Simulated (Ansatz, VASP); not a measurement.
## Y4S3N2: VASP beside Ansatz

Aim: how closely do two programs agree when they are given the same cell, functional and k mesh? The cell is taken from a series of runs on this material, whose earlier steps may have relaxed, scaled, displaced or heated it; both programs get it as it stands.

Program: Ansatz 0.2.0. Level of theory: plane waves, with VASP 6.6.1 beside it; dielectric response at PBE. Results are calculated unless marked as measured.

**1. The structure**

It takes space group C2/m (No. 12, monoclinic). The conventional cell has a = 12.924 Å, b = 3.831 Å, c = 9.850 Å, α = 90.00°, β = 128.38°, γ = 90.00°. Nearest to Y lie 3 N at 2.23 to 2.32 Å and 3 S at 2.88 to 2.92 Å. Nearest to Y lie 1 N at 2.14 Å and 5 S at 2.73 to 3.03 Å. Nearest to S lie 6 Y at 2.80 to 2.88 Å. Nearest to S lie 5 Y at 2.73 to 3.03 Å. N has 4 Y at 2.14 to 2.32 Å nearest. Farther neighbours and most contacts between anions are not listed.

As a file:

```
Y S N
1.0
     6.46225   -1.91552    0.00000
     6.46225    1.91552    0.00000
    -6.11508    0.00000    7.72185
Y S N
4 3 2
Direct
  0.76032 0.76032 0.64852
  0.23968 0.23968 0.35148
  0.43655 0.43655 0.14568
  0.56345 0.56345 0.85432
  0.00000 0.00000 0.00000
  0.17442 0.17442 0.78434
  0.82558 0.82558 0.21566
  0.64304 0.64304 0.36114
  0.35696 0.35696 0.63886
```

**2. VASP: dielectric response, PBE**

The response to a field tests empty states and converges slowly with the mesh.

Lines of VASP's logs that name or quote its potential files are left out, and so is its time.

File INCAR:

```
SYSTEM = Y4S3N2
PREC = Accurate
ENCUT = 520
EDIFF = 1E-08
NELM = 120
ISMEAR = 0
SIGMA = 0.01
LREAL = .FALSE.
ALGO = Normal
GGA = PE
NBANDS = 45
LASPH = .TRUE.
LORBIT = 11
LWAVE = .FALSE.
LCHARG = .FALSE.
ISIF = 2
LEPSILON = .TRUE.
GGA_COMPAT = .FALSE.
EFERMI = MIDGAP
KPAR = 2
```

File POSCAR:

```
Y4S3N2
1.0
    6.4622478753     -1.9155154099      0.0000000000
    6.4622478753      1.9155154099      0.0000000000
   -6.1150777327      0.0000000000      7.7218549571
Y S N
4 3 2
Direct
    0.7603243400      0.7603243400      0.6485181100
    0.2396756600      0.2396756600      0.3514818900
    0.4365466800      0.4365466800      0.1456786400
    0.5634533200      0.5634533200      0.8543213600
    0.0000000000      0.0000000000      0.0000000000
    0.1744246500      0.1744246500      0.7843387200
    0.8255753500      0.8255753500      0.2156612800
    0.6430364800      0.6430364800      0.3611402800
    0.3569635200      0.3569635200      0.6388597200
```

File KPOINTS:

```
Automatic mesh
0
Gamma
6 6 4
0 0 0
```

The projector-augmented-wave data sets are Y_sv, S and N (PBE family, release 64).

Started as:

```console
$ mpirun -np 2 vasp_std
```

Numbers of over 12 decimals in the logs are rounded to 6 here.

What it wrote:

```text
[banner, memory and clock lines left out]
running    2 mpi-ranks, on    1 nodes
 distrk:  each k-point on    1 cores,    2 groups
 distr:  one band on    1 cores,    1 groups

 POSCAR found type information on POSCAR Y S N
 POSCAR found :  3 types and       9 ions
 LDA part: xc-table for (Slater+PW92), standard interpolation
 POSCAR, INCAR and KPOINTS ok, starting setup
 FFT: planning ... GRIDC
 FFT: planning ... GRID_SOFT
 FFT: planning ... GRID
 WAVECAR not read
 entering main loop
       N       E                     dE             d eps       ncg     rms          rms(c)
DAV:   1     0.470863862652E+03    0.47086E+03   -0.35302E+04  4230   0.152E+03
DAV:   2    -0.396771146714E+02   -0.51054E+03   -0.49490E+03  5404   0.369E+02
DAV:   3    -0.827545904013E+02   -0.43077E+02   -0.42863E+02  5847   0.855E+01
DAV:   4    -0.860338045403E+02   -0.32792E+01   -0.32752E+01  6940   0.203E+01
DAV:   5    -0.861247771167E+02   -0.90973E-01   -0.90956E-01  5591   0.352E+00    0.645E+01
DAV:   6    -0.724595573014E+02    0.13665E+02   -0.74957E+01  4976   0.320E+01    0.546E+01
DAV:   7    -0.724975678464E+02   -0.38011E-01   -0.91942E+00  5332   0.112E+01    0.289E+01
DAV:   8    -0.725483536224E+02   -0.50786E-01   -0.12669E+00  6396   0.430E+00    0.239E+00
DAV:   9    -0.725279592080E+02    0.20394E-01   -0.60994E-01  5380   0.268E+00    0.148E+00
DAV:  10    -0.725189366361E+02    0.90226E-02   -0.11175E-01  4900   0.135E+00    0.580E-01
DAV:  11    -0.725196248234E+02   -0.68819E-03   -0.95188E-03  5708   0.427E-01    0.420E-01
DAV:  12    -0.725198762524E+02   -0.25143E-03   -0.15674E-03  6036   0.165E-01    0.163E-01
DAV:  13    -0.725199985051E+02   -0.12225E-03   -0.13799E-03  6020   0.141E-01    0.857E-02
DAV:  14    -0.725200060383E+02   -0.75332E-05   -0.19327E-04  5196   0.551E-02    0.520E-02
DAV:  15    -0.725200252565E+02   -0.19218E-04   -0.32534E-05  4780   0.238E-02    0.814E-03
DAV:  16    -0.725200292217E+02   -0.39651E-05   -0.91103E-06  5548   0.106E-02    0.987E-03
DAV:  17    -0.725200299098E+02   -0.68818E-06   -0.11822E-06  5676   0.401E-03    0.233E-03
DAV:  18    -0.725200297932E+02    0.11659E-06   -0.46846E-07  5324   0.266E-03    0.107E-03
DAV:  19    -0.725200298259E+02   -0.32689E-07   -0.38544E-08  4644   0.884E-04    0.795E-04
DAV:  20    -0.725200298550E+02   -0.29086E-07   -0.87490E-09  3308   0.423E-04    0.351E-04
DAV:  21    -0.725200298755E+02   -0.20441E-07   -0.36849E-09  2820   0.281E-04    0.948E-05
DAV:  22    -0.725200298807E+02   -0.52014E-08   -0.22527E-09  2820   0.207E-04
   1 F= -.72520030E+02 E0= -.72520030E+02  d E =0.000000E+00
 Linear response reoptimize wavefunctions to high precision
DAV:   1    -0.725200298804E+02    0.23192E-09   -0.79444E-10  2820   0.120E-04
DAV:   2    -0.725200298805E+02   -0.48203E-10   -0.33181E-10  2820   0.680E-05
 Linear response G [H, r] |phi>, progress :
  Direction:   1
       N       E                     dE             d eps       ncg     rms
RMM:   1    -0.238012549563E+03   -0.23801E+03    0.57638E+03  7142   0.276E+02
RMM:   2    -0.228067112197E+03    0.99454E+01   -0.23419E+02  7847   0.503E+01
RMM:   3    -0.234664214017E+03   -0.65971E+01   -0.41991E+01  9629   0.168E+01
RMM:   4    -0.235834594287E+03   -0.11704E+01   -0.13097E+01 10798   0.774E+00
RMM:   5    -0.236175770983E+03   -0.34118E+00   -0.35305E+00 10942   0.380E+00
RMM:   6    -0.236267712183E+03   -0.91941E-01   -0.10156E+00 11106   0.199E+00
RMM:   7    -0.236297382939E+03   -0.29671E-01   -0.32564E-01 11169   0.108E+00
RMM:   8    -0.236305686083E+03   -0.83031E-02   -0.10303E-01 11310   0.605E-01
RMM:   9    -0.236308649949E+03   -0.29639E-02   -0.43989E-02 11369   0.360E-01
RMM:  10    -0.236309743594E+03   -0.10936E-02   -0.14404E-02 11377   0.216E-01
RMM:  11    -0.236310288367E+03   -0.54477E-03   -0.80137E-03 11389   0.136E-01
RMM:  12    -0.236310480047E+03   -0.19168E-03   -0.40944E-03 11372   0.885E-02
RMM:  13    -0.236310538245E+03   -0.58198E-04   -0.39610E-03 11293   0.616E-02
RMM:  14    -0.236310557479E+03   -0.19234E-04   -0.92211E-04 11171   0.455E-02
RMM:  15    -0.236310520661E+03    0.36818E-04    0.21852E-04 11123   0.364E-02
RMM:  16    -0.236310489005E+03    0.31656E-04   -0.50394E-04 11062   0.309E-02
RMM:  17    -0.236310467048E+03    0.21958E-04    0.16098E-03 11060   0.277E-02
RMM:  18    -0.236310483824E+03   -0.16776E-04   -0.91355E-04 11058   0.258E-02
RMM:  19    -0.236310504188E+03   -0.20364E-04    0.12387E-03 11061   0.246E-02
RMM:  20    -0.236310480742E+03    0.23446E-04    0.25656E-04 11074   0.239E-02
RMM:  21    -0.236310484504E+03   -0.37624E-05    0.13187E-03 11090   0.235E-02
 Linear response G [H, r] |phi>, progress :
  Direction:   2
       N       E                     dE             d eps       ncg     rms
RMM:   1    -0.225487637129E+03   -0.22549E+03    0.58894E+03  7015   0.265E+02
RMM:   2    -0.227628201458E+03   -0.21406E+01   -0.21574E+02  7650   0.479E+01
[...]
RMM:   3    -0.292372879809E+01    0.19802E+00   -0.54933E-01  9109   0.228E+00    0.330E+00
RMM:   4    -0.300151179983E+01   -0.77783E-01   -0.30265E-01  9630   0.161E+00    0.202E+00
RMM:   5    -0.310503865542E+01   -0.10353E+00   -0.48657E-02  9685   0.705E-01    0.303E-01
RMM:   6    -0.311527836563E+01   -0.10240E-01   -0.13292E-02 10432   0.331E-01    0.156E-01
[...]
RMM:   9    -0.313276857862E+01    0.20511E-02    0.24056E-03 10548   0.532E-02    0.281E-02
RMM:  10    -0.313375932756E+01   -0.99075E-03    0.22567E-03 10806   0.279E-02    0.163E-02
RMM:  11    -0.313401286360E+01   -0.25354E-03    0.16025E-03 10974   0.145E-02    0.162E-02
RMM:  12    -0.313444023666E+01   -0.42737E-03    0.12013E-03  9692   0.101E-02    0.545E-03
RMM:  13    -0.313431620950E+01    0.12403E-03    0.85827E-04 10728   0.585E-03    0.296E-03
RMM:  14    -0.313431734397E+01   -0.11345E-05    0.72276E-04 11037   0.372E-03    0.158E-03
RMM:  15    -0.313436113870E+01   -0.43795E-04    0.48739E-04 10939   0.272E-03    0.857E-04
RMM:  16    -0.313436603829E+01   -0.48996E-05    0.40747E-04 10900   0.222E-03    0.806E-04
[...]
RMM:  43    -0.313440416708E+01    0.10676E-05    0.11256E-04  9610   0.178E-03    0.153E-05
RMM:  44    -0.313440523250E+01   -0.10654E-05    0.11140E-04  9606   0.178E-03    0.123E-05
RMM:  45    -0.313440414113E+01    0.10914E-05    0.11448E-04  9612   0.178E-03    0.156E-05
RMM:  46    -0.313440542827E+01   -0.12871E-05    0.10962E-04  9612   0.178E-03    0.121E-05
RMM:  47    -0.313440446631E+01    0.96195E-06    0.11053E-04  9616   0.178E-03    0.160E-05
RMM:  48    -0.313440547060E+01   -0.10043E-05    0.10575E-04  9608   0.178E-03    0.107E-05
RMM:  49    -0.313440419289E+01    0.12777E-05    0.11160E-04  9618   0.178E-03    0.132E-05
RMM:  50    -0.313440548081E+01   -0.12879E-05    0.10635E-04  9617   0.178E-03    0.994E-06
 change of polarisation eV/A/(eV/A) component  1 :     5.752     0.081     0.025
 dielectric tensor                  component  1 :     6.444     0.076     0.024
 Linear response to external field, progress :
  Direction:   2
       N       E                     dE             d eps       ncg     rms          rms(c)
RMM:   1    -0.295910325396E+01   -0.29591E+01   -0.13444E+01  8924   0.745E+00
RMM:   2    -0.319550089652E+01   -0.23640E+00   -0.57093E-01  9000   0.189E+00    0.363E+00
RMM:   3    -0.307207925610E+01    0.12342E+00   -0.50252E-01  8605   0.199E+00    0.205E+00
RMM:   4    -0.318811861666E+01   -0.11604E+00   -0.28600E-01  8883   0.168E+00    0.641E-01
RMM:   5    -0.327075828879E+01   -0.82640E-01   -0.61041E-02  9398   0.691E-01    0.132E-01
RMM:   6    -0.328191677964E+01   -0.11158E-01   -0.17275E-02  9903   0.281E-01    0.137E-01
RMM:   7    -0.328741890595E+01   -0.55021E-02   -0.31157E-03  9832   0.126E-01    0.102E-01
RMM:   8    -0.329258518364E+01   -0.51663E-02   -0.12966E-03  9221   0.101E-01    0.502E-02
RMM:   9    -0.329079045697E+01    0.17947E-02   -0.41250E-04  9723   0.469E-02    0.690E-03
RMM:  10    -0.329132727787E+01   -0.53682E-03   -0.19846E-04 10031   0.223E-02    0.600E-03
RMM:  11    -0.329144473079E+01   -0.11745E-03   -0.11047E-04 10096   0.106E-02    0.464E-03
RMM:  12    -0.329158793845E+01   -0.14321E-03   -0.47390E-05 10021   0.611E-03    0.266E-03
RMM:  13    -0.329165126160E+01   -0.63323E-04   -0.34150E-05 10247   0.392E-03    0.129E-03
RMM:  14    -0.329169299672E+01   -0.41735E-04   -0.19329E-05  9944   0.290E-03    0.231E-04
RMM:  15    -0.329169054641E+01    0.24503E-05   -0.16466E-05 10153   0.228E-03    0.181E-04
RMM:  16    -0.329169125303E+01   -0.70662E-06   -0.10373E-05 10115   0.203E-03    0.148E-04
RMM:  17    -0.329169209917E+01   -0.84614E-06   -0.10734E-05  9863   0.192E-03    0.113E-04
RMM:  18    -0.329169497795E+01   -0.28788E-05   -0.91070E-06  9798   0.187E-03    0.374E-05
RMM:  19    -0.329169468369E+01    0.29427E-06   -0.88064E-06  9380   0.185E-03    0.281E-05
RMM:  20    -0.329169490683E+01   -0.22315E-06   -0.90260E-06  9229   0.184E-03    0.294E-05
RMM:  21    -0.329169520793E+01   -0.30109E-06   -0.81455E-06  9207   0.184E-03    0.131E-05
RMM:  22    -0.329169539076E+01   -0.18284E-06   -0.94473E-06  9197   0.184E-03    0.158E-05
RMM:  23    -0.329169546157E+01   -0.70800E-07   -0.81913E-06  9198   0.183E-03    0.906E-06
 change of polarisation eV/A/(eV/A) component  2 :     0.081     6.056    -0.062
 dielectric tensor                  component  2 :     0.077     6.733    -0.059
 Linear response to external field, progress :
  Direction:   3
       N       E                     dE             d eps       ncg     rms          rms(c)
RMM:   1    -0.280948509304E+01   -0.28095E+01   -0.12504E+01  9120   0.743E+00
RMM:   2    -0.300649121054E+01   -0.19701E+00   -0.48091E-01  9282   0.189E+00    0.588E+00
RMM:   3    -0.282340424389E+01    0.18309E+00   -0.68314E-01  9413   0.235E+00    0.444E+00
RMM:   4    -0.289465602964E+01   -0.71252E-01   -0.27846E-01  9464   0.169E+00    0.182E+00
RMM:   5    -0.297071126173E+01   -0.76055E-01   -0.58678E-02  9812   0.725E-01    0.519E-01
RMM:   6    -0.298598445883E+01   -0.15273E-01   -0.17025E-02  9685   0.384E-01    0.207E-01
RMM:   7    -0.299622855164E+01   -0.10244E-01   -0.37412E-03 10323   0.183E-01    0.989E-02
RMM:   8    -0.300455740215E+01   -0.83289E-02    0.34612E-04 10049   0.913E-02    0.457E-02
RMM:   9    -0.300587388933E+01   -0.13165E-02    0.60882E-04 10661   0.456E-02    0.208E-02
RMM:  10    -0.300627974905E+01   -0.40586E-03    0.37511E-04 10748   0.236E-02    0.719E-03
RMM:  11    -0.300642504326E+01   -0.14529E-03    0.20420E-04 10836   0.125E-02    0.698E-03
RMM:  12    -0.300619523057E+01    0.22981E-03    0.12442E-04 10783   0.748E-03    0.236E-03
RMM:  13    -0.300613363030E+01    0.61600E-04    0.94890E-05 11012   0.441E-03    0.155E-03
RMM:  14    -0.300616851210E+01   -0.34882E-04    0.64242E-05 10368   0.311E-03    0.118E-03
[...]
RMM:  20    -0.300615346612E+01   -0.38551E-05    0.17573E-05 10338   0.163E-03    0.127E-04
RMM:  21    -0.300615125987E+01    0.22063E-05    0.32299E-05 10003   0.162E-03    0.476E-05
RMM:  22    -0.300615103967E+01    0.22020E-06    0.21982E-05  9648   0.161E-03    0.544E-05
RMM:  23    -0.300615326262E+01   -0.22229E-05    0.20261E-05  9511   0.161E-03    0.122E-05
RMM:  24    -0.300615099541E+01    0.22672E-05    0.29890E-05  9477   0.161E-03    0.454E-05
RMM:  25    -0.300615245262E+01   -0.14572E-05    0.27919E-05  9484   0.161E-03    0.114E-05
RMM:  26    -0.300615219118E+01    0.26144E-06    0.10328E-05  9515   0.161E-03    0.422E-05
RMM:  27    -0.300615179516E+01    0.39602E-06    0.29470E-05  9505   0.161E-03    0.954E-06
 change of polarisation eV/A/(eV/A) component  3 :     0.025    -0.065     5.531
 dielectric tensor                  component  3 :     0.024    -0.061     6.236
 Born effective charges drift removed
```

OUTCAR, selected parts (step 2):

```text
ion  position               nearest neighbor table
   1  0.760  0.760  0.649-   8 2.23   9 2.32   9 2.32   5 2.88   6 2.92   6 2.92   2 3.37   2 3.37
                             4 3.64   4 3.64   3 4.04   4 4.12
   2  0.240  0.240  0.351-   9 2.23   8 2.32   8 2.32   5 2.88   7 2.92   7 2.92   1 3.37   1 3.37
                             3 3.64   3 3.64   4 4.04   3 4.12
   3  0.437  0.437  0.146-   8 2.14   7 2.73   7 2.73   5 2.80   5 2.80   6 3.03   2 3.64   2 3.64
                             1 4.04   4 4.10   2 4.12   4 4.24   4 4.24
   4  0.563  0.563  0.854-   9 2.14   6 2.73   6 2.73   5 2.80   5 2.80   7 3.03   1 3.64   1 3.64
                             2 4.04   3 4.10   1 4.12   3 4.24   3 4.24
   5  0.000  0.000  0.000-   4 2.80   4 2.80   3 2.80   3 2.80   1 2.88   2 2.88
   6  0.174  0.174  0.784-   4 2.73   4 2.73   1 2.92   1 2.92   3 3.03
   7  0.826  0.826  0.216-   3 2.73   3 2.73   2 2.92   2 2.92   4 3.03
   8  0.643  0.643  0.361-   3 2.14   1 2.23   2 2.32   2 2.32
   9  0.357  0.357  0.639-   4 2.14   2 2.23   1 2.32   1 2.32

  LATTYP: Found a base centered monoclinic cell.
 ALAT       =    12.9244957506
 B/A-ratio  =     0.2964162698
 C/A-ratio  =     0.7621136792
 COS(beta)  =    -0.6208241707

 Subroutine GETGRP returns: Found  4 space group operations
 (whereof  4 operations were pure point group operations)

The static configuration has the point symmetry C_2h.

 Found     47 irreducible k-points:

   k-points           NKPTS =     47   k-points in BZ     NKDIM =     47   number of bands    NBANDS=     45

   dimension x,y,z NGX =    50 NGY =   50 NGZ =   80
   dimension x,y,z NGXF=   100 NGYF=  100 NGZF=  160

   ENCUT  =  520.0 eV  38.22 Ry    6.18 a.u.  12.53 12.53 18.31*2*pi/ulx,y,z

   NELECT =      72.0000    total number of electrons

 k-points in reciprocal lattice and weights: Automatic mesh
   0.00000000  0.00000000  0.00000000       0.007
   0.16666667  0.00000000  0.00000000       0.028
   0.33333333  0.00000000  0.00000000       0.028
   0.50000000 -0.00000000  0.00000000       0.014
   0.16666667  0.16666667  0.00000000       0.014
   0.33333333  0.16666667  0.00000000       0.028
   0.50000000  0.16666667 -0.00000000       0.028
  -0.33333333  0.16666667 -0.00000000       0.028
  -0.16666667  0.16666667  0.00000000       0.014
[...]
-0.33333333  0.33333333  0.50000000       0.014
   0.50000000  0.50000000  0.50000000       0.007

 average (electrostatic) potential at core
       1 -35.9010       2 -35.9010       3 -36.5448       4 -36.5448       5 -87.7395
       6 -87.3326       7 -87.3326       8 -63.1845       9 -63.1845

  Total        0.3379586      0.2583429      0.6721912      0.0000000      0.0000000      0.0891021
  in kB        2.8323905      2.1651410      5.6335544      0.0000000      0.0000000      0.7467544
  external PRESSURE =       3.5436953 kB  Pullay stress =       0.0000000 kB

  energy-cutoff  :      520.00
  volume of cell :      191.17
      direct lattice vectors                 reciprocal lattice vectors
     6.462247875 -1.915515410  0.000000000     0.077372458 -0.261026352  0.061272660
     6.462247875  1.915515410  0.000000000     0.077372458  0.261026352  0.061272660
    -6.115077733  0.000000000  7.721854957     0.000000000  0.000000000  0.129502562

 POSITION                                       TOTAL-FORCE (eV/Angst)
 -----------------------------------------------------------------------------------
      5.86107      0.00000      5.00776        -0.021504      0.000000      0.056172
      0.94835      0.00000      2.71409         0.021504      0.000000     -0.056172
      4.75131      0.00000      1.12491        -0.041362      0.000000     -0.036698
      2.05811      0.00000      6.59695         0.041362      0.000000      0.036698
      0.00000      0.00000      0.00000         0.000000      0.000000      0.000000
     -2.54194      0.00000      6.05655        -0.022720      0.000000     -0.019253
      9.35136      0.00000      1.66531         0.022720      0.000000      0.019253
      6.10252      0.00000      2.78867         0.041668      0.000000      0.049968
      0.70690      0.00000      4.93318        -0.041668      0.000000     -0.049968
 -----------------------------------------------------------------------------------
    total drift:                                0.000000      0.000000     -0.000000

 MACROSCOPIC STATIC DIELECTRIC TENSOR (including local field effects in DFT)
 ------------------------------------------------------
           6.444201     0.000000     0.023835
           0.000000     6.732666     0.000000
           0.023836     0.000000     6.235566
 ------------------------------------------------------

 PIEZOELECTRIC TENSOR (including local field effects)  for field in x, y, z        (C/m^2)
          XX          YY          ZZ          XY          YZ          ZX
  --------------------------------------------------------------------------------
  x     0.00000     0.00000     0.00000     0.00000     0.00000     0.00000
  y     0.00000     0.00000     0.00000     0.00000     0.00000     0.00000
  z     0.00000     0.00000     0.00000     0.00000     0.00000     0.00000

 BORN EFFECTIVE CHARGES (including local field effects) (in |e|, cummulative output)
 ---------------------------------------------------------------------------------
 ion    1
    1     2.60184     0.00000    -0.43193
    2     0.00000     4.12568     0.00000
    3    -0.27742     0.00000     4.15458
 ion    2
    1     2.60184     0.00000    -0.43193
    2     0.00000     4.12568     0.00000
    3    -0.27742     0.00000     4.15458
 ion    3
    1     4.31096     0.00000     0.63933
    2     0.00000     3.57140     0.00000
    3     0.55938     0.00000     3.00517
 ion    4
    1     4.31096     0.00000     0.63933
    2     0.00000     3.57140     0.00000
    3     0.55938     0.00000     3.00517
 ion    5
    1    -2.42334     0.00000     0.62583
    2     0.00000    -2.59274     0.00000
    3     0.41952     0.00000    -2.43266
 ion    6
    1    -2.82703     0.00000     0.28627
    2     0.00000    -2.90285     0.00000
    3     0.26589     0.00000    -1.65857
 ion    7
    1    -2.82703     0.00000     0.28627
    2     0.00000    -2.90285     0.00000
    3     0.26589     0.00000    -1.65857
 ion    8
    1    -2.87410     0.00000    -0.80659
    2     0.00000    -3.49787     0.00000
    3    -0.75761     0.00000    -4.28485
 ion    9
    1    -2.87410     0.00000    -0.80659
    2     0.00000    -3.49787     0.00000
    3    -0.75761     0.00000    -4.28485
```

The dielectric response converges more slowly with the mesh than energies do, so tensor and charges may still move on a finer one.

(Part 1 of 2 ends here.)

[Lines on the potential files, build, host, timing and source positions are cut from VASP's logs without a mark.]

[Logs are printed without paths, hosts, clocks, repeated set-up lines and the standing remarks that a program may print on its own settings, such as how far it seeks lower states.]

[Hosts, paths, dates, database ids (printed as entryN), source tags and the programs' standing remarks are cut or masked in the printed files.]
